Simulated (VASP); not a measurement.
VASP input:

### INCAR
```
ALGO = Normal
EDIFF = 1E-6
ENCUT = 300
GGA = PS
ISIF = 2
ISMEAR = -1
ISPIN = 2
LASPH = .TRUE.
LCHARG = .FALSE.
LMAXMIX = 6
LORBIT = 11
LREAL = .FALSE.
LWAVE = .FALSE.
MAGMOM = 5*0.0 1.0
NELM = 100
PREC = Accurate
SIGMA = 0.1
SYSTEM = CeIr5
```

POSCAR:
```
CeIr5
1
    5.2820000000     0.0000000000     0.0000000000
   -2.6410000000     4.5743460000     0.0000000000
    0.0000000000     0.0000000000     4.3280000000
Ir Ce
5 1
Direct
  0.3333330000   0.6666670000   0.0000000000
  0.6666670000   0.3333330000   0.0000000000
  0.5000000000   0.0000000000   0.5000000000
  0.5000000000   0.5000000000   0.5000000000
  0.0000000000   0.5000000000   0.5000000000
  0.0000000000   0.0000000000   0.0000000000
```

**KPOINTS**
```
Automatic mesh
0
Gamma
5 5 5
0 0 0
```

POTCAR, in this order: Ir Ce (PBE.64 set). Program: vasp_std.

Q: Write an equivalent input for Ansatz.

A: One equivalent input (not run):
Ansatz 0.2 input:
```yaml
crystal:
  lattice:
    - [5.2820000, 0.0000000, 0.0000000]
    - [-2.6410000, 4.5743460, 0.0000000]
    - [0.0000000, 0.0000000, 4.3280000]
  atoms:
    - { symbol: Ir, position: [0.3333330, 0.6666670, 0.0000000] }
    - { symbol: Ir, position: [0.6666670, 0.3333330, 0.0000000] }
    - { symbol: Ir, position: [0.5000000, 0.0000000, 0.5000000] }
    - { symbol: Ir, position: [0.5000000, 0.5000000, 0.5000000] }
    - { symbol: Ir, position: [0.0000000, 0.5000000, 0.5000000] }
    - { symbol: Ce, position: [0.0000000, 0.0000000, 0.0000000], spin: 1 }
kpoints:
  mp_grid: { grid: [5, 5, 5] }
hamiltonian:
  xc: pbesol
  pseudopotentials: { kind: paw }
magnetization: { spin_polarized: true }
scf:
  occupations: { method: fermi_dirac, width: 0.1 }
  max_iter: 100
output: { forces: true, stress: true, eigenvalues: true }
```
Limits of the translation: each code has its own PAW files, so the cut-off isn't converted (ENCUT is set for VASP's; basis.ecutwfc is left out, and Ansatz then takes the one that its files recommend); Ansatz stops its SCF on the density residual and VASP on the energy change (EDIFF).

The structure comes from a measured CeIr5 entry of the Crystallography Open Database, whose conditions weren't checked. The cell was not relaxed at this level.
